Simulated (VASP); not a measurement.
Consider the following.

```
CELL_PARAMETERS angstrom
      0.00000     2.44404     2.44404
      2.44404     0.00000     2.44404
      2.44404     2.44404     0.00000
ATOMIC_POSITIONS crystal
  Hf 0.00000 0.00000 0.00000
  O  0.25000 0.25000 0.25000
```

The numbers are results of PBEsol GGA, VASP's PBE PAW potentials (set 64) (plane waves; VASP), not measurements. Settings: 520 eV cut-off, 14×14×14 Γ-centred mesh, tetrahedra with Blöchl corrections, potentials Hf_pv O.

Unless said otherwise, spin-orbit coupling is left out, though it shifts the bands of the heavy elements here.

Predict the energy per atom (σ→0), band gap (on the k-mesh) with the smallest direct gap where there is one.

| Item | Value |
|---|---|
| band gap (on the k-mesh) | none (metal, semimetal or under 0.01 eV) |
| energy per atom (σ→0) | -10.107 eV/atom |

Only differences to runs with the same potentials and settings are physical.

The structure was generated: HfO was put into the zinc blende type (F-43m), which need not be its known phase. It was relaxed first, which changed the volume by -32 %.
